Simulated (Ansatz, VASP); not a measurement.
## Two plane-wave programs on Ca2C

The input POSCAR:

```
Ca2C
1.0
    0.0000000000      3.1285803947      3.1285803947
    3.1285803947      0.0000000000      3.1285803947
    3.1285803947      3.1285803947      0.0000000000
C Ca
1 2
Direct
    0.0000000000      0.0000000000      0.0000000000
    0.2500000000      0.2500000000      0.2500000000
    0.7500000000      0.7500000000      0.7500000000
```

INCAR.step1

```
PREC = Accurate
ENCUT = 520
EDIFF = 1E-5
ISMEAR = 0
SIGMA = 0.01
LREAL = False
LASPH = True
NELM = 100
ALGO = Normal
ISIF = 2
LWAVE = True
LCHARG = False
NBANDS = 19
GGA = PE
```

File INCAR.step2:

```
PREC = Accurate
ENCUT = 520
EDIFF = 1E-6
ISMEAR = 0
SIGMA = 0.01
LREAL = False
LASPH = True
NELM = 100
ALGO = Normal
ISIF = 2
LWAVE = False
LCHARG = False
GGA = PE
LHFCALC = True
AEXX = 0.1
HFSCREEN = 0.2078
PRECFOCK = Normal
NBANDS = 19
ISTART = 1
```

File KPOINTS:

```
Automatic mesh
0
Gamma
  4 4 4
```

Input for Ansatz:

```yaml
crystal:
  lattice:
    - [0.0, 3.1285803947, 3.1285803947]
    - [3.1285803947, 0.0, 3.1285803947]
    - [3.1285803947, 3.1285803947, 0.0]
  atoms:
    - { symbol: C, position: [0.0, 0.0, 0.0] }
    - { symbol: Ca, position: [0.25, 0.25, 0.25] }
    - { symbol: Ca, position: [0.75, 0.75, 0.75] }
kpoints:
  mp_grid: { grid: [4, 4, 4] }
hamiltonian:
  xc:
    exchange: pbe
    correlation: pbe
    exx: { coeff: 0.1, omega: 0.2078 }
scf:
  occupations: { method: fixed }
  n_extra_bands: 4
output:
  forces: true
  stress: true
  eigenvalues: true
```

Alike in both runs: task single point; functional PBE-based screened hybrid; k mesh 4 × 4 × 4; no spin polarisation.

```csv
,VASP,Ansatz
version,VASP 6.6.1,Ansatz 0.2.0
potentials or method,"VASP PAW PBE potentials, release 64 (C, Ca_sv)",plane waves
plane-wave cutoff (eV),520,420
occupations,"gaussian, width 0.01 eV",fixed
valence electrons in the cell,24,24
```

Ansatz gave:

* gap on the k mesh at the Fermi level (eV): 0.44
* pressure (GPa): 0.6

What did VASP give for the same quantities?

gap on the k mesh at the Fermi level (eV): 0.43; pressure (GPa): 0.8.

Ansatz warned: «stress_exchange_threshold_loose».

Caveats: the k mesh is coarse (spacing up to 0.43 Å⁻¹), so the values aren't converged; the PAW data sets were made with another functional, which shifts forces and pressure a little (VASP). A k mesh can miss the band edges.
